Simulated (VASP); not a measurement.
A run of VASP 6.6.1 is set up as follows.

Contents of INCAR:

```
SYSTEM = Be12Al
ALGO = Normal
EDIFF = 1E-7
ENCUT = 520
GGA = PS
ISIF = 2
ISMEAR = 0
LASPH = .True.
LCHARG = .False.
LREAL = .False.
LWAVE = .False.
NBANDS = 26
NELM = 100
PREC = Accurate
SIGMA = 0.05
```

The input KPOINTS:

```
k-points
0
Gamma
  4 4 1
  0 0 0
```

Contents of POSCAR:

```
Be12Al
1.0
    4.5800000000      0.0000000000      0.0000000000
    2.2900000000      3.9663960000      0.0000000000
    0.0000000000      0.0000000000     14.5884300000
Be Al
12 1
Direct
    0.0000000000      0.0000000000      0.0685474722
    0.5000000000      0.0000000000      0.0685474722
    0.0000000000      0.5000000000      0.0685474722
    0.5000000000      0.5000000000      0.0685474722
   -0.1630420449      0.3315185877      0.1903411128
    0.3289253247      0.3323952021      0.1902265014
   -0.1657256290      0.8333840091      0.1919853610
    0.3318900655      0.8352927948      0.1894037947
   -0.0000172361     -0.0003978423      0.3175610398
    0.4989548842      0.0012797512      0.3134515503
   -0.0028044812      0.5014211894      0.3169025728
    0.4980254866      0.4960520836      0.3064393495
    0.5043469562      0.6738187513      0.4596735221
```

Potentials or basis: VASP PAW PBE potentials, release 64 (Be, Al).

Command:

```sh
$ cat potpaw_PBE.64/Be/POTCAR potpaw_PBE.64/Al/POTCAR > POTCAR
$ mpirun -np 1 vasp_std > vasp.out
```

**Question.** Predict the band gap on the k mesh.

**Answer.** None (metal or under the smearing width).

**Question.** Predict the largest force.

**Answer.** 0.122 eV/Å.

Forces on the atoms (eV/Å):
```
Be  -0.078  0.014 -0.011
Be   0.074  0.057  0.001
Be   0.025  0.015  0.030
Be  -0.047 -0.090 -0.067
Be   0.002 -0.004 -0.006
Be  -0.004 -0.003 -0.016
Be   0.000 -0.008  0.004
Be  -0.006  0.004 -0.003
Be   0.017 -0.002  0.013
Be  -0.006  0.004  0.004
Be  -0.008  0.012  0.026
Be   0.000 -0.019  0.005
Al   0.031  0.019  0.020
```

Caveat: the k mesh is coarse (spacing up to 0.40 Å⁻¹), so the values aren't converged; the PAW data sets were made with another functional, which shifts forces and pressure a little.
